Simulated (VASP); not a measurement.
Consider the following.

```
CELL_PARAMETERS angstrom
      0.00000     2.96684     2.96684
      2.96684     0.00000     2.96684
      2.96684     2.96684     0.00000
ATOMIC_POSITIONS crystal
  Cd 0.00000 0.00000 0.00000
  S  0.25000 0.25000 0.25000
```

These are PW91 GGA, VASP's PBE PAW potentials (set 64) (plane waves; VASP 6.6.1) values and carry that method's errors. Settings: 520 eV cut-off, Gaussian smearing of 0.050 eV, potentials Cd S.

Q: Estimate the band gap (along the path) with the smallest direct gap where there is one.

A: 
```yaml
band gap (along the path): 1.02 eV
smallest direct gap (along the path): 1.02 eV
```

The compound is CdS in the zinc blende structure, a metastable form; wurtzite is the usual one. It was relaxed first, which changed the volume by +6 %.
